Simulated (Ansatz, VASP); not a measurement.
# Ag (Ag(110)): VASP beside Ansatz

One calculation is typed for both programs; each brings its own data sets and cutoff. How far apart do they land?

Main program and level: Ansatz 0.2.0; plane waves, with VASP 6.6.1 beside it; band structure at LDA.

**1. Starting point**

The cell holds 7 atoms: 7 Ag. Cell: a = 4.090 Å, b = 2.892 Å, c = 26.676 Å, α = 90.0°, β = 90.0°, γ = 90.0°. Vacuum lies along c.

**2. Ansatz: band structure, LDA**

Ansatz runs on its default PAW (the set named soft_2) files.

With cell and atoms fixed, the geometry can't cause a difference; cores, projectors, grids and the points listed under the comparison can.

Contents of input.yaml:

```yaml
crystal:
  lattice:
    - [4.09, 0.0, 0.0]
    - [0.0, 2.8920667351, 0.0]
    - [0.0, 0.0, 26.6762002052]
  atoms:
    - { symbol: Ag, position: [0.0, 0.0, 0.3373793843] }
    - { symbol: Ag, position: [0.5, 0.5, 0.3915862562] }
    - { symbol: Ag, position: [0.0, 0.0, 0.4457931281] }
    - { symbol: Ag, position: [0.5, 0.5, 0.5] }
    - { symbol: Ag, position: [0.0, 0.0, 0.5542068719] }
    - { symbol: Ag, position: [0.5, 0.5, 0.6084137438] }
    - { symbol: Ag, position: [0.0, 0.0, 0.6626206157] }
hamiltonian:
  xc: lda
  pseudopotentials: { kind: paw }
kpoints:
  mp_grid: { grid: [10, 14, 1] }
  band_path:
    path:
      - [0.0, 0.0, 0.0]
      - [-0.07692, 0.0, 0.0]
      - [-0.15385, 0.0, 0.0]
      - [-0.26923, 0.0, 0.0]
      - [-0.34615, 0.0, 0.0]
      - [-0.42308, 0.0, 0.0]
      - [-0.5, 0.0, 0.0]
      - [-0.5, -0.07692, 0.0]
      - [-0.5, -0.19231, 0.0]
      - [-0.5, -0.26923, 0.0]
      - [-0.5, -0.34615, 0.0]
      - [-0.5, -0.46154, 0.0]
      - [-0.5, -0.5, 0.0]
      - [-0.42308, -0.5, 0.0]
      - [-0.30769, -0.5, 0.0]
      - [-0.23077, -0.5, 0.0]
      - [-0.11538, -0.5, 0.0]
      - [-0.03846, -0.5, 0.0]
      - [0.0, -0.5, 0.0]
      - [0.0, -0.38462, 0.0]
      - [0.0, -0.30769, 0.0]
      - [0.0, -0.23077, 0.0]
      - [0.0, -0.11538, 0.0]
      - [0.0, -0.03846, 0.0]
      - [-0.03846, -0.03846, 0.0]
      - [-0.11538, -0.11538, 0.0]
      - [-0.19231, -0.19231, 0.0]
      - [-0.30769, -0.30769, 0.0]
      - [-0.38462, -0.38462, 0.0]
      - [-0.5, -0.5, 0.0]
    npoints: 1
scf:
  occupations: { method: fermi_dirac, width: 0.1 }
  n_extra_bands: 9
efield:
  axis: 3
  dipole_correction: true
  ramp_width: 0.04
output:
  forces: true
  eigenvalues: true
```

Launch:

```
$ ansatz run input.yaml --threads 4 --pin off --max-ram 9216MiB --backend cpu --events-out ev --progress --plain --runs-dir out
```

Numbers of over 12 decimals in the logs are rounded to 6 here.

Log:

```text
scf.n_extra_bands = 9 over 67 filled bands (N_el = 133.0): the run solves 76 bands
Engine: ansatz 0.2.0, aarch64-unknown-linux-gnu
Pseudopotentials: kind: paw
Pseudopotential: Ag, paw, valence charge 19, recommended cutoff 420 eV (normal), Ag.paw.azcp
Functional definition: SPW92
  exchange = slater_x
  correlation = pw_c
Crystal: 7 atoms, lattice volume = 315.541 Å³
Basis set: ecut = 420 eV, 6169 PW (Γ)
Bands: 76, of which v1, the nominal top of the filled ones, is band 67 counted from 1 (66 counted from 0)
Symmetry: 4 space group operations
k-points: 48 of 140
Non-local potential: Ag, projectors of the file, l = 0: 3, l = 1: 2, l = 2: 2, l = 3: 1
PAW form: soft (Blöchl's): semilocal exchange-correlation on the pseudo side does not see the compensation charge
PAW frozen core: Ag, regenerated for the run's functional, and the local potential with it (the file was generated under x = pbe(κ = 0.804, μ = 0.219515), c = pbe(β = 0.066725))
PAW one-centre angular grid: Ag, 590 points (default); XC on 64 Gauss nodes
Initial density: superposition of atomic densities (neutral atoms: chi_scale 0, normalization atom), corrected by the library's trained network
Initial wavefunctions: pseudopotential atomic-orbital guess
Functional: x = slater, c = lda
SCF iter   1: F=—  HF=-52204.851466 eV  |F-HF|=—  |Δ(HF+E_count)|=         —  Δρ=8.15e-3  dr2=1.85e-1  ethr=1.77e-3  p=0.000 e·Å  D=2.37e-14 V/Å  ΔV_dip=-0.00 eV  dr2_dipole=6.44e-9  V_vac-E_F(+/−)=4.45/4.45 eV  ⟨swp⟩=7.2  Hψ=14810  notcnv=0  defer=15
efield: sawtooth ramp at fractional position 0.9800 (placed from the atoms, in the widest stretch of the axis that holds none; the zero of the levels goes with the place), width 0.0400; the density the first Hamiltonian is built on has a dipole p = 0.000 e·Å; the dipole correction subtracts the counter field D = 2.37e-14 V/Å, which shifts the + side's vacuum level by -0.00 eV against the − side's; the planar-averaged density in the ramp window peaks in size at 3.3e-6 e/Å³
preconditioner: auto → LDOS  [metal: Δε(μ)=0.042 eV  Ē_g=7.905 eV  σ=0.100 eV  W_gap=0.10  n_scr=64 (ndim 8)  ℏωp=18.3 eV  f_vac=0.575  D(μ)=2.04/eV (n_scr^D=8)  β→1.0]
SCF iter   2: F=—  HF=-52204.926499 eV  |F-HF|=—  |Δ(HF+E_count)|=   7.50e-2  Δρ=1.26e-2  dr2=4.06e-1  ethr=1.39e-4  p=0.000 e·Å  D=4.27e-6 V/Å  ΔV_dip=-0.00 eV  dr2_dipole=1.53e-9  V_vac-E_F(+/−)=4.60/4.60 eV  ⟨swp⟩=2.7  Hψ=8057  notcnv=0  defer=72
SCF iter   3: F=—  HF=-52204.803595 eV  |F-HF|=—  |Δ(HF+E_count)|=   1.23e-1  Δρ=8.45e-4  dr2=1.62e-3  ethr=1.39e-4  p=0.000 e·Å  D=1.63e-6 V/Å  ΔV_dip=-0.00 eV  dr2_dipole=3.41e-9  V_vac-E_F(+/−)=4.54/4.54 eV  ⟨swp⟩=2.0  Hψ=7154  notcnv=0  defer=72
SCF iter   4: F=—  HF=-52204.802667 eV  |F-HF|=—  |Δ(HF+E_count)|=   9.28e-4  Δρ=1.40e-4  dr2=6.62e-5  ethr=1.22e-6  p=0.000 e·Å  D=6.72e-7 V/Å  ΔV_dip=-0.00 eV  dr2_dipole=1.36e-10  V_vac-E_F(+/−)=4.54/4.54 eV  ⟨swp⟩=3.6  Hψ=9073  notcnv=0  defer=69
SCF iter   5: F=—  HF=-52204.802691 eV  |F-HF|=—  |Δ(HF+E_count)|=   2.38e-5  Δρ=4.15e-5  dr2=4.72e-6  ethr=4.98e-8  p=0.000 e·Å  D=5.97e-7 V/Å  ΔV_dip=-0.00 eV  dr2_dipole=5.36e-11  V_vac-E_F(+/−)=4.54/4.54 eV  ⟨swp⟩=2.1  Hψ=6032  notcnv=0  defer=67
SCF iter   6: F=—  HF=-52204.802691 eV  |F-HF|=—  |Δ(HF+E_count)|=   5.31e-7  Δρ=1.04e-5  dr2=2.99e-7  ethr=3.55e-9  p=0.000 e·Å  D=2.51e-7 V/Å  ΔV_dip=-0.00 eV  dr2_dipole=2.80e-12  V_vac-E_F(+/−)=4.54/4.54 eV  ⟨swp⟩=2.4  Hψ=6846  notcnv=0  defer=67
SCF iter   7: F=-52204.802690 eV  HF=-52204.802690 eV  |F-HF|=2.01e-9  |Δ(HF+E_count)|=   3.27e-8  Δρ=3.27e-6  dr2=3.06e-8  ethr=7.52e-11  p=0.000 e·Å  D=1.30e-7 V/Å  ΔV_dip=-0.00 eV  dr2_dipole=1.07e-13  V_vac-E_F(+/−)=4.54/4.54 eV  ⟨swp⟩=12.2  Hψ=17133  notcnv=0
SCF 1 converged in 7 iterations: F = -52204.802690 eV  dr2 = 3.06e-8
  greatest PAW one-centre occupation: 1.002 electrons in one spin orbital (limit 2), on the Ag atom at site 3 (counted from 0), in its partial waves of l = 0
NSCF: frozen V_eff on 30 k-points
efield: sawtooth ramp at fractional position 0.9800 (kept from the solve that this one continues, or follows in the run), width 0.0400; the density the first Hamiltonian is built on has a dipole p = 0.000 e·Å; the dipole correction subtracts the counter field D = 1.30e-7 V/Å, which shifts the + side's vacuum level by -0.00 eV against the − side's; the planar-averaged density in the ramp window peaks in size at 5.8e-7 e/Å³
SCF converged after 7 iterations
Free energy (F): -52204.802690 eV
Harris-Foulkes:  -52204.802690 eV  (|F-HF|=2.01e-9)
Internal energy: -52204.736248 eV  (E = F + TS)
E sigma→0 (E₀):  -52204.769469 eV
Entropy (-TS):   -0.066443 eV (-9.492 meV/atom)
Fermi energy:    3.604771 eV
Dipole field:    D = 0.000000 V/Å  (p = 0.000001 e·Å, saw-weighted, corrected)
Work function:   Φ+ = 4.5365 eV   Φ− = 4.5365 eV
Levels:          The Fermi level and band energies are counted from a zero that moves with the ramp; work functions are not
--- Per-component energies (eV) ---
  E_band       = -3437.995040
  E_kinetic    = 3689.489092
  E_local      = -248844.114788  (includes V_loc(G=0)·N_el)
  E_nonlocal   = 607.768124
  E_hartree    = 122820.863981
  E_xc         = -1281.267794
  E_vxc        = -1636.340572  (∫ρ·V_xc dr)
  E_paw        = -26394.432838  (= ΣΔE_a)
  E_vpaw       = -2896.585333  (= ΣTr[D̂ρ^β])
  E_aug_tail   = 0.001895  (compensation charges beyond the density's cutoff)
  E_efield     = 0.000000  (sawtooth field / dipole correction)
  E_vefield    = 0.000000  (∫n·V_field dr)
  E_ewald      = 97191.882428
  E_core_change = 5.073652  (= ΣΔE_core)
  E_smearing   = -0.066443  (= −TS)
  E_closure    = -0.000000  (closes the sum)
  Σ components = -52204.802690   (vs F -52204.802690, Δ=0.00e0)
--- Forces (eV/Å), atoms counted from 1 ---
  atom   1  Ag     0.00000000     0.00000000     0.75237150
  atom   2  Ag     0.00000000     0.00000000    -0.15549146
  atom   3  Ag     0.00000000     0.00000000    -0.01769190
  atom   4  Ag     0.00000000     0.00000000    -0.00000001
  atom   5  Ag     0.00000000     0.00000000     0.01769184
  atom   6  Ag     0.00000000     0.00000000     0.15549125
  atom   7  Ag     0.00000000     0.00000000    -0.75237159
  max |Σ_I F_I| component: 3.82e-7 eV/Å
--- Band table (eV; the first three rows and the last of 48) ---
  k-point 0: bands = [... 63 lower, 0.7853, 0.8678, 0.9006, 2.2426, 4.0350, 5.7894, 5.9808, 7.4320, ... 5 higher]
  k-point 1: bands = [... 63 lower, 0.8132, 0.8581, 0.8877, 2.3154, 4.1378, 6.0366, 6.0905, 7.6064, ... 5 higher]
  k-point 2: bands = [... 63 lower, 0.7775, 0.8961, 0.9486, 2.5330, 4.4332, 6.4039, 6.7061, 8.0362, ... 5 higher]
  k-point 47: bands = [... 63 lower, 3.7984, 3.8734, 5.2997, 5.5160, 7.1098, 7.1985, 7.2189, 7.4616, ... 5 higher]
```

Elapsed: 54 s, on 4 threads of Arm Neoverse V1, shared host; peak memory 1.2 GiB; 3.6 min of CPU time.

In the SCF lines HF is the Harris–Foulkes energy and dr2 the Hartree energy of the density residual, in eV; the loop may stop once dr2 is under the threshold and the program's other checks hold. Hψ counts applications of the Hamiltonian.

(Continued in part 2 of 2.)

[Lines on the potential files, build, host, timing and source positions are cut from VASP's logs without a mark.]

[Logs are printed without paths, hosts, clocks, repeated set-up lines and the standing remarks that a program may print on its own settings, such as how far it seeks lower states.]

[Hosts, paths, dates, database ids (printed as entryN), source tags and the programs' standing remarks are cut or masked in the printed files.]
